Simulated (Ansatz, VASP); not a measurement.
# Cross-check of Mg2Ir between VASP and Ansatz

Aim: how closely do two programs agree when they are given the same cell, functional and k mesh? The cell is generated by rule, not measured, and may not be a known phase. The cell is taken from a series of runs on this material, whose earlier steps may have relaxed, scaled, displaced or heated it; both programs get it as it stands.

Main program and level: Ansatz 0.2.0; plane waves, with VASP 6.6.1 beside it; zone-centre phonons at PBE.

The structure was built from a prototype and need not be the compound's stable phase.

**1. The starting structure**

Symmetry: Fm-3m, No. 225, cubic system. The conventional cell has a = 6.185 Å, b = 6.185 Å, c = 6.185 Å, α = 90.00°, β = 90.00°, γ = 90.00°. Mg has 4 Ir at 2.68 Å nearest. Ir has 8 Mg at 2.68 Å nearest. Farther neighbours are not listed.

Structure file:

```xyz
3
Lattice="0.0000 3.0926 3.0926 3.0926 0.0000 3.0926 3.0926 3.0926 0.0000" Properties=species:S:1:pos:R:3 pbc="T T T"
Mg    4.6389    4.6389    4.6389
Mg    1.5463    1.5463    1.5463
Ir    0.0000    0.0000    0.0000
```

**2. VASP: zone-centre phonons, PBE**

Second derivatives magnify differences that forces hide, and they need a tight electronic threshold.

Lines of VASP's logs that name or quote its potential files are left out, and so is its time.

File INCAR:

```
SYSTEM = Mg2Ir
PREC = Accurate
ENCUT = 600
EDIFF = 1E-08
NELM = 120
ISMEAR = 1
SIGMA = 0.15
LREAL = .FALSE.
ALGO = Normal
GGA = PE
NBANDS = 12
LASPH = .TRUE.
LORBIT = 11
LWAVE = .FALSE.
LCHARG = .FALSE.
ISIF = 2
IBRION = 8
GGA_COMPAT = .FALSE.
KPAR = 2
```

File POSCAR:

```
Mg2Ir
1.0
    0.0000000000      3.0925987786      3.0925987786
    3.0925987786      0.0000000000      3.0925987786
    3.0925987786      3.0925987786      0.0000000000
Mg Ir
2 1
Direct
    0.7500000000      0.7500000000      0.7500000000
    0.2500000000      0.2500000000      0.2500000000
    0.0000000000      0.0000000000      0.0000000000
```

File KPOINTS:

```
Automatic mesh
0
Gamma
12 12 12
0 0 0
```

Potentials, in the order of the species: Mg and Ir (PBE family, release 64).

The run is started by

```
mpirun -np 2 vasp_std
```

Numbers of over 12 decimals in the logs are rounded to 6 here.

Log:

```text
[banner, memory and clock lines left out]
running    2 mpi-ranks, on    1 nodes
 distrk:  each k-point on    1 cores,    2 groups
 distr:  one band on    1 cores,    1 groups

 POSCAR found type information on POSCAR MgIr
 POSCAR found :  2 types and       3 ions
 LDA part: xc-table for (Slater+PW92), standard interpolation
 POSCAR, INCAR and KPOINTS ok, starting setup
 FFT: planning ... GRIDC
 FFT: planning ... GRID_SOFT
 FFT: planning ... GRID
 WAVECAR not read
 entering main loop
       N       E                     dE             d eps       ncg     rms          rms(c)
DAV:   1     0.640063500133E+02    0.64006E+02   -0.52290E+03  1728   0.960E+02
DAV:   2    -0.762813629911E+01   -0.71634E+02   -0.60712E+02  1728   0.191E+02
DAV:   3    -0.121982302212E+02   -0.45701E+01   -0.43671E+01  2228   0.501E+01
DAV:   4    -0.122676592725E+02   -0.69429E-01   -0.69368E-01  2080   0.652E+00
DAV:   5    -0.122686879909E+02   -0.10287E-02   -0.10286E-02  2140   0.852E-01    0.389E+00
DAV:   6    -0.121932741791E+02    0.75414E-01   -0.34030E-02  2104   0.123E+00    0.230E+00
DAV:   7    -0.121550352537E+02    0.38239E-01   -0.66438E-02  2060   0.372E+00    0.632E-01
DAV:   8    -0.121525060826E+02    0.25292E-02   -0.10203E-02  2332   0.846E-01    0.339E-01
DAV:   9    -0.121527181623E+02   -0.21208E-03   -0.77187E-04  1928   0.177E-01    0.428E-02
DAV:  10    -0.121527081727E+02    0.99896E-05   -0.94795E-05  2292   0.106E-01    0.832E-03
DAV:  11    -0.121527090247E+02   -0.85195E-06   -0.51119E-06  1892   0.198E-02    0.230E-03
DAV:  12    -0.121527091190E+02   -0.94269E-07   -0.14297E-07  2220   0.428E-03    0.849E-04
DAV:  13    -0.121527091689E+02   -0.49912E-07   -0.20369E-08  1896   0.131E-03    0.256E-04
DAV:  14    -0.121527091638E+02    0.50535E-08   -0.25516E-09  1204   0.578E-04
   1 F= -.12152709E+02 E0= -.12152523E+02  d E =-.558471E-03
 Linear response reoptimize wavefunctions to high precision
DAV:   1    -0.121527091602E+02    0.36495E-08   -0.40504E-10  1436   0.200E-04
DAV:   2    -0.121527091602E+02   -0.14097E-10   -0.59954E-11  1140   0.805E-05
 Linear response DOF=           2
 Linear response progress:
  Degree of freedom:   1/  2
       N       E                     dE             d eps       ncg     rms          rms(c)
RMM:   1    -0.278884536710E-02   -0.27888E-02   -0.22520E-03 13636   0.433E-01
RMM:   2    -0.249836564515E-02    0.29048E-03   -0.13175E-04  9380   0.143E-01    0.446E-02
RMM:   3    -0.248785040389E-02    0.10515E-04   -0.78188E-05 10884   0.540E-02    0.217E-02
RMM:   4    -0.250484799504E-02   -0.16998E-04   -0.10370E-05 11036   0.220E-02    0.824E-03
RMM:   5    -0.251372451464E-02   -0.88765E-05   -0.77339E-07 10903   0.873E-03    0.107E-03
RMM:   6    -0.251250829571E-02    0.12162E-05   -0.13362E-08 11375   0.158E-03    0.366E-04
RMM:   7    -0.251197453522E-02    0.53376E-06   -0.17170E-09 11212   0.641E-04    0.980E-05
RMM:   8    -0.251193600394E-02    0.38531E-07   -0.48043E-09 11479   0.142E-04    0.276E-05
RMM:   9    -0.251194387864E-02   -0.78747E-08    0.44350E-10 11253   0.435E-05    0.109E-05
 first order change of Fermi-energy   0.26222E-04
 force on displaced ion       1 direction 1 :  -5.505  -0.000  -0.000
 Linear response progress:
  Degree of freedom:   2/  2
       N       E                     dE             d eps       ncg     rms          rms(c)
RMM:   1    -0.202916596969E+00   -0.20292E+00   -0.15007E-01  6775   0.277E+00
RMM:   2    -0.204048212871E+00   -0.11316E-02   -0.17152E-03  5935   0.351E-01    0.961E-02
RMM:   3    -0.204609577869E+00   -0.56136E-03   -0.20361E-04  6154   0.867E-02    0.523E-02
RMM:   4    -0.205178571492E+00   -0.56899E-03   -0.46998E-05  6401   0.471E-02    0.134E-02
RMM:   5    -0.205307475834E+00   -0.12890E-03   -0.12700E-05  6578   0.222E-02    0.390E-03
RMM:   6    -0.205230963217E+00    0.76513E-04   -0.28277E-07  6152   0.468E-03    0.418E-04
RMM:   7    -0.205231829112E+00   -0.86589E-06   -0.15469E-08  6080   0.951E-04    0.212E-04
RMM:   8    -0.205234171434E+00   -0.23423E-05   -0.10291E-08  6583   0.468E-04    0.721E-05
RMM:   9    -0.205233215447E+00    0.95599E-06   -0.89031E-09  6584   0.242E-04    0.355E-05
RMM:  10    -0.205233398451E+00   -0.18300E-06   -0.85882E-09  5833   0.113E-04    0.581E-06
RMM:  11    -0.205233403387E+00   -0.49361E-08   -0.85533E-09  6793   0.722E-05    0.338E-06
 first order change of Fermi-energy   0.64574E-03
 force on displaced ion       3 direction 1 :  -6.832   0.000   0.000
 Linear response finished
```

From OUTCAR (step 2):

```text
ion  position               nearest neighbor table
   1  0.750  0.750  0.750-   3 2.68   3 2.68   3 2.68   3 2.68   2 3.09   2 3.09   2 3.09   2 3.09
                             2 3.09   2 3.09
   2  0.250  0.250  0.250-   3 2.68   3 2.68   3 2.68   3 2.68   1 3.09   1 3.09   1 3.09   1 3.09
                             1 3.09   1 3.09
   3  0.000  0.000  0.000-   1 2.68   1 2.68   1 2.68   1 2.68   2 2.68   2 2.68   2 2.68   2 2.68

  LATTYP: Found a face centered cubic cell.
 ALAT       =     6.1851975572

 Subroutine GETGRP returns: Found 48 space group operations
 (whereof 48 operations were pure point group operations)

The static configuration has the point symmetry O_h .

 Found     72 irreducible k-points:

   k-points           NKPTS =     72   k-points in BZ     NKDIM =     72   number of bands    NBANDS=     12

   dimension x,y,z NGX =    36 NGY =   36 NGZ =   36
   dimension x,y,z NGXF=    72 NGYF=   72 NGZF=   72

   ENCUT  =  600.0 eV  44.10 Ry    6.64 a.u.   8.74  8.74  8.74*2*pi/ulx,y,z

   NELECT =      13.0000    total number of electrons

 k-points in reciprocal lattice and weights: Automatic mesh
   0.00000000  0.00000000  0.00000000       0.001
   0.08333333  0.00000000  0.00000000       0.005
   0.16666667  0.00000000  0.00000000       0.005
   0.25000000  0.00000000  0.00000000       0.005
   0.33333333  0.00000000  0.00000000       0.005
   0.41666667  0.00000000  0.00000000       0.005
   0.50000000  0.00000000  0.00000000       0.002
   0.08333333  0.08333333  0.00000000       0.003
   0.16666667  0.08333333  0.00000000       0.014
[...]
-0.33333333  0.50000000  0.16666667       0.007
  -0.25000000  0.50000000  0.25000000       0.003

 average (electrostatic) potential at core
       1 -37.3447       2 -37.3447       3 -53.5479

  Total        0.4103496      0.4103496      0.4103496     -0.0000000     -0.0000000      0.0000000
  in kB       11.1138320     11.1138320     11.1138320     -0.0000000     -0.0000000      0.0000000
  external PRESSURE =      11.1138320 kB  Pullay stress =       0.0000000 kB

  energy-cutoff  :      600.00
  volume of cell :       59.16
      direct lattice vectors                 reciprocal lattice vectors
     0.000000000  3.092598779  3.092598779    -0.161676323  0.161676323  0.161676323
     3.092598779  0.000000000  3.092598779     0.161676323 -0.161676323  0.161676323
     3.092598779  3.092598779  0.000000000     0.161676323  0.161676323 -0.161676323

 POSITION                                       TOTAL-FORCE (eV/Angst)
 -----------------------------------------------------------------------------------
      4.63890      4.63890      4.63890        -0.000000     -0.000000     -0.000000
      1.54630      1.54630      1.54630         0.000000      0.000000      0.000000
      0.00000      0.00000      0.00000         0.000000      0.000000      0.000000
 -----------------------------------------------------------------------------------
    total drift:                               -0.000000      0.000000      0.000000

 Eigenvectors and eigenvalues of the dynamical matrix
 ----------------------------------------------------

   1 f  =    8.738503 THz    54.905633 2PiTHz  291.485082 cm-1    36.139528 meV
             X         Y         Z           dx          dy          dz
      4.638898  4.638898  4.638898     0.696189    0.109762    0.057218
      1.546299  1.546299  1.546299    -0.696189   -0.109762   -0.057218
      0.000000  0.000000  0.000000    -0.000000   -0.000000    0.000000

   2 f  =    8.738503 THz    54.905633 2PiTHz  291.485082 cm-1    36.139528 meV
             X         Y         Z           dx          dy          dz
      4.638898  4.638898  4.638898     0.053957    0.025067   -0.704599
      1.546299  1.546299  1.546299    -0.053957   -0.025067    0.704599
      0.000000  0.000000  0.000000    -0.000000    0.000000    0.000000

   3 f  =    8.738503 THz    54.905633 2PiTHz  291.485082 cm-1    36.139528 meV
             X         Y         Z           dx          dy          dz
      4.638898  4.638898  4.638898    -0.111401    0.698086    0.016304
      1.546299  1.546299  1.546299     0.111401   -0.698086   -0.016304
      0.000000  0.000000  0.000000     0.000000   -0.000000    0.000000

   4 f  =    6.560630 THz    41.221656 2PiTHz  218.839070 cm-1    27.132574 meV
             X         Y         Z           dx          dy          dz
      4.638898  4.638898  4.638898     0.000000    0.290858   -0.560794
      1.546299  1.546299  1.546299     0.000000    0.290858   -0.560794
      0.000000  0.000000  0.000000    -0.000000   -0.206840    0.398801

   5 f  =    6.560630 THz    41.221656 2PiTHz  218.839070 cm-1    27.132574 meV
             X         Y         Z           dx          dy          dz
      4.638898  4.638898  4.638898     0.000000   -0.560794   -0.290858
      1.546299  1.546299  1.546299     0.000000   -0.560794   -0.290858
      0.000000  0.000000  0.000000     0.000000    0.398801    0.206840

   6 f  =    6.560630 THz    41.221656 2PiTHz  218.839070 cm-1    27.132574 meV
             X         Y         Z           dx          dy          dz
      4.638898  4.638898  4.638898    -0.631734    0.000000   -0.000000
      1.546299  1.546299  1.546299    -0.631734   -0.000000    0.000000
      0.000000  0.000000  0.000000     0.449249   -0.000000    0.000000

   7 f/i=    0.000155 THz     0.000977 2PiTHz    0.005187 cm-1     0.000643 meV
             X         Y         Z           dx          dy          dz
      4.638898  4.638898  4.638898     0.000000   -0.224624   -0.224624
      1.546299  1.546299  1.546299     0.000000   -0.224624   -0.224624
      0.000000  0.000000  0.000000     0.000000   -0.631734   -0.631734

   8 f/i=    0.000155 THz     0.000977 2PiTHz    0.005187 cm-1     0.000643 meV
             X         Y         Z           dx          dy          dz
      4.638898  4.638898  4.638898     0.000000   -0.224624    0.224624
      1.546299  1.546299  1.546299     0.000000   -0.224624    0.224624
      0.000000  0.000000  0.000000     0.000000   -0.631734    0.631734

   9 f/i=    0.000155 THz     0.000977 2PiTHz    0.005187 cm-1     0.000643 meV
             X         Y         Z           dx          dy          dz
      4.638898  4.638898  4.638898    -0.317667    0.000000    0.000000
      1.546299  1.546299  1.546299    -0.317667   -0.000000   -0.000000
      0.000000  0.000000  0.000000    -0.893407    0.000000    0.000000

 ELASTIC MODULI CONTR FROM IONIC RELAXATION (kBar)
 Direction    XX          YY          ZZ          XY          YZ          ZX
 --------------------------------------------------------------------------------
 XX          -0.0000      0.0000      0.0000     -0.0000     -0.0000      0.0000
 YY           0.0000     -0.0000      0.0000      0.0000      0.0000     -0.0000
 ZZ           0.0000      0.0000     -0.0000     -0.0000     -0.0000     -0.0000
 XY          -0.0000      0.0000     -0.0000   -203.2030     -0.0000      0.0000
 YZ          -0.0000      0.0000     -0.0000      0.0000   -203.2030     -0.0000
 ZX           0.0000     -0.0000     -0.0000      0.0000     -0.0000   -203.2030
 --------------------------------------------------------------------------------
```

(Continued in part 2 of 2.)

[Lines on the potential files, build, host, timing and source positions are cut from VASP's logs without a mark.]

[Logs are printed without paths, hosts, clocks, repeated set-up lines and the standing remarks that a program may print on its own settings, such as how far it seeks lower states.]

[Hosts, paths, dates, database ids (printed as entryN), source tags and the programs' standing remarks are cut or masked in the printed files.]
